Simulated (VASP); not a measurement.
Consider the following.

```yaml
crystal:
  lattice:
    - [0.00000, 2.75216, 2.75216]
    - [2.75216, 0.00000, 2.75216]
    - [2.75216, 2.75216, 0.00000]
  atoms:
    - { symbol: Li, position: [0.00000, 0.00000, 0.00000] }
    - { symbol: Br, position: [0.50000, 0.50000, 0.50000] }
```

Computed with PBE GGA, VASP's PBE PAW potentials (set 64) (plane waves; VASP). Numerical set-up: 520 eV cut-off, Gaussian smearing of 0.050 eV, potentials Li_sv Br.

Question: Give the energies of bands 3 to 8 at the high-symmetry points, in eV from the valence-band maximum.

Answer: 
```json
[
 {"band": "3", "Γ": "-0.01", "X": "-2.88", "U": "-2.48", "L": "-2.87", "W": "-2.14"},
 {"band": "4", "Γ": "-0.01", "X": "-1.14", "U": "-1.84", "L": "-0.27", "W": "-2.14"},
 {"band": "5", "Γ": "-0.01", "X": "-1.14", "U": "-0.86", "L": "-0.27", "W": "-1.14"},
 {"band": "6", "Γ": "4.94", "X": "6.25", "U": "6.64", "L": "5.62", "W": "8.01"},
 {"band": "7", "Γ": "10.49", "X": "7.11", "U": "8.72", "L": "8.10", "W": "8.56"},
 {"band": "8", "Γ": "10.49", "X": "11.60", "U": "10.28", "L": "8.10", "W": "9.44"}
]
```

The gap is indirect, 4.94 eV, from the valence maximum at K-Γ at 0.79 to the conduction minimum at Γ.

Measured: gap 7.60 eV (computed value off by -2.66 eV), as given by Abedi et al., (2022), arXiv:2211.14644.

The compound is LiBr in the rock salt structure. It was relaxed first.
